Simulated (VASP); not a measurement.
Wanted: the native input for a VASP 6.6.1 run.

```yaml
Task: relaxation of cell and atoms
Functional: BLYP
Potentials_or_basis: VASP PAW PBE potentials, release 64 (Si, F)
Cutoff: 600 eV
k_mesh: 9 × 9 × 9
Occupations: fermi-dirac, width 0.05 eV
Spin: no spin polarisation
Further_INCAR_settings: ALGO = Normal; EDIFF = 1e-06; IBRION = 2; EDIFFG = -0.01; NSW = 40; ISIF = 3
```

The structure of SiF lies in POSCAR:

```
SiF
1.0
    3.0286000000      0.0000000000      0.0000000000
    0.0000000000      3.0286000000      0.0000000000
    0.0000000000      0.0000000000      3.0286000000
Si F
1 1
Direct
    0.5000000000      0.5000000000      0.5000000000
    0.0000000000      0.0000000000      0.0000000000
```

The cell was built by a generator and needn't be a form met in nature.

These files were run (other wordings do the same):

INCAR

```
SYSTEM = SiF
AGGAC    = 1.0          
AGGAX    = 1.0          
ALDAC    = 0.0          
ALDAX    = 1.0          
ALGO     = Normal         ! electronic algorithm
EDIFF    = 1E-6           ! SCF threshold, eV
EDIFFG   = -0.01          ! ionic threshold
ENCUT    = 600            ! plane-wave cutoff, eV
GGA      = B5             ! functional
IBRION   = 2              ! ionic algorithm
ISIF     = 3              ! what is computed and relaxed
ISMEAR   = -1             ! smearing method
LASPH    = .True.         ! aspherical terms in the spheres
LCHARG   = .False.        ! write CHGCAR
LREAL    = .False.        ! projectors in reciprocal space
LWAVE    = .False.        ! write WAVECAR
NELM     = 80             ! most SCF steps
NSW      = 40             ! ionic steps
PREC     = Accurate       ! precision mode
SIGMA    = 0.05           ! smearing width, eV
```

KPOINTS

```
k-points
0
Gamma
  9 9 9
  0 0 0
```

Potentials or basis: VASP PAW PBE potentials, release 64 (Si, F).

Command:

```bash
$ cat potpaw_PBE.64/Si/POTCAR potpaw_PBE.64/F/POTCAR > POTCAR
$ mpirun -np 1 vasp_std > vasp.out
```

Results of the run:

| Quantity | Value |
| --- | --- |
| Relaxed volume | 15.08 Å³/atom |
| Relaxed cell | a = 3.113 Å, b = 3.113 Å, c = 3.113 Å, α = 90.00°, β = 90.00°, γ = 90.00° |
| Space group after relaxing (to 0.05 Å) | Pm-3m (No. 221) |
| Energy gained by relaxing | 20.3 meV/atom |
| Ionic steps | 3 |
| Pressure after relaxing | 0.0 GPa |
| Band gap on the k mesh | none (metal or under the smearing width) |

Caveat: the PAW data sets were made with another functional, which shifts forces and pressure a little; an odd number of electrons without spin polarisation forces a metal; a magnetic or distorted state may lie lower.

It took 12 s on 1 thread of Intel(R) Xeon(R) 6975P-C (Granite Rapids) (shared host), peak memory 0.14 GiB.
